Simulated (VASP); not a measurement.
Here is the system:

```xyz
2
Lattice="3.9520 0.0000 0.0000 0.0000 3.9520 0.0000 0.0000 0.0000 3.9520" Properties=species:S:1:pos:R:3 pbc="T T T"
Tl     1.9760     1.9760     1.9760
La     0.0000     0.0000     0.0000
```

Method: r2SCAN+rVV10, VASP's PBE PAW potentials (set 64) (plane waves; VASP). Settings: 400 eV cut-off, 10×10×10 Γ-centred mesh, tetrahedra with Blöchl corrections, potentials Tl_d La.

### Question
Give the energies of bands 10 to 15 at the high-symmetry points, in eV from the Fermi level.

### Answer

```
band      Γ      X      M      R
----  -----  -----  -----  -----
10    -8.41  -6.45  -6.62  -4.92
11    -0.21  -3.24  -0.62  -2.60
12    -0.21   0.06  -0.62  -2.60
13     1.62   0.61   0.38  -2.60
14     1.62   0.61   1.72   2.00
15     1.62   1.77   1.93   2.00
```

It has no gap at this level: it comes out as a metal or semimetal.

The structure comes from a measured LaTl entry (Pm-3m) of the Crystallography Open Database, whose conditions weren't checked. It was relaxed first.
